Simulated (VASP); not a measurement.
Given:

```yaml
crystal:
  lattice:
    - [0.00000, 2.93298, 2.93298]
    - [2.93298, 0.00000, 2.93298]
    - [2.93298, 2.93298, 0.00000]
  atoms:
    - { symbol: Pb, position: [0.00000, 0.00000, 0.00000] }
    - { symbol: F, position: [0.25000, 0.25000, 0.25000] }
    - { symbol: F, position: [0.75000, 0.75000, 0.75000] }
```

Calculation: revTPSS meta-GGA, VASP's PBE PAW potentials (set 64) (plane waves; VASP). Numerical set-up: 520 eV cut-off, 7×7×7 Γ-centred mesh, Gaussian smearing of 0.050 eV, potentials Pb_d F.

Question: Predict the energy per atom (σ→0), pressure.

Answer: 
- energy per atom (σ→0) = 8.804 eV/atom
- pressure = 26.0 kbar

The absolute energy has meaning only against runs of the same code, potentials and settings.

The compound is PbF2 in the fluorite structure, the β form. This cell is one point of a volume scan, at 0.97 of the reference volume.
